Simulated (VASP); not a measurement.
Crystal: Li3NbP2.

```
Li Nb P
1.0
     5.14956    0.00000    0.00000
    -2.57478    4.45965    0.00000
     0.00000    0.00000    4.33380
Li Nb P
3 1 2
Direct
  0.00000 0.50000 0.50000
  0.50000 0.00000 0.50000
  0.50000 0.50000 0.50000
  0.00000 0.00000 0.00000
  0.33333 0.66667 0.00000
  0.66667 0.33333 0.00000
```

The cell was built by a generator and needn't be a form met in nature.

The cell isn't the ideal one: volume scaled by 1.25.

```yaml
Program: VASP 6.6.1
Task: relaxation of cell and atoms
Functional: PBEsol
Potentials_or_basis: VASP PAW PBE potentials, release 64 (Li_sv, Nb_sv, P)
Cutoff: 600 eV
k_mesh: 5 × 5 × 5
Occupations: gaussian, width 0.05 eV
Spin: no spin polarisation
Hubbard_terms: Nb d U = 2 eV, J = 0.5 eV
```

At the start: pressure -13.7 GPa; volume 16.59 Å³/atom.

Question: How do energy, volume and symmetry change on relaxing?

Answer: Over 10 steps the energy falls by 189.5 meV/atom and the volume is 12.94 Å³/atom (-22.0 %); space group P6/mmm (No. 191, to 0.05 Å).

The path:
```
step  energy change (eV)  largest force (eV/Å)  pressure (GPa)  volume (Å³)
   1              0.0000                0.0000          -13.72        99.53
   2             -0.0848                0.0000          -13.43        98.52
   3             -0.7348                0.0000           -9.72        89.57
   4             -1.0920                0.0000           -3.96        81.42
   5             -1.1320                0.0000            0.93        77.02
   6             -1.1353                0.0000           -0.11        77.84
   7             -1.1354                0.0000           -0.06        77.80
   8             -1.1363                0.0000            0.20        77.53
   9             -1.1366                0.0000            0.17        77.52
  10             -1.1368                0.0000            0.05        77.61
```

Final structure:
```
Li Nb P
1.0
     4.73453    0.00001    0.00000
    -2.36725    4.10023    0.00000
     0.00000    0.00000    3.99796
Li Nb P
3 1 2
Direct
  0.00000 0.50000 0.50000
  0.50000 0.00000 0.50000
  0.50000 0.50000 0.50000
  0.00000 0.00000 0.00000
  0.33333 0.66667 0.00000
  0.66667 0.33333 0.00000
```

Caveat: the cutoff is under 1.25 times the usual one of these potentials, so pressure, stress and relaxed cells hold a basis-set (Pulay) error; the PAW data sets were made with another functional, which shifts forces and pressure a little; U without spin polarisation on a metal has little footing; the U is typed as a test and isn't derived for this compound.
